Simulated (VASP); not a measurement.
Given:

```
CELL_PARAMETERS angstrom
      0.00000     3.01410     3.01410
      3.01410     0.00000     3.01410
      3.01410     3.01410     0.00000
ATOMIC_POSITIONS crystal
  Al 0.25000 0.25000 0.25000
  Al 0.75000 0.75000 0.75000
  Pt 0.00000 0.00000 0.00000
```

The numbers are results of PBE GGA, VASP's PBE PAW potentials (set 64) (plane waves; VASP), not measurements. Settings: 400 eV cut-off, 8×8×8 Γ-centred mesh, Gaussian smearing of 0.050 eV, potentials Al Pt.

Unless said otherwise, spin-orbit coupling is left out, though it shifts the bands of the heavy elements here.

**Question.** What does the run give for the energy per atom (σ→0), pressure, band gap (on the k-mesh) with the smallest direct gap where there is one?

**Answer.** 
The band gap (on the k-mesh) is none (metal, semimetal or under 0.01 eV), the energy per atom (σ→0) is -5.401 eV/atom and the pressure is -5.00 GPa.

The compound is PtAl2 in the fluorite structure. The cell was not relaxed at this level. The run is one of a series of settings (ISMEAR = 0, SIGMA = 0.05 against the base run), some of them coarse on purpose.
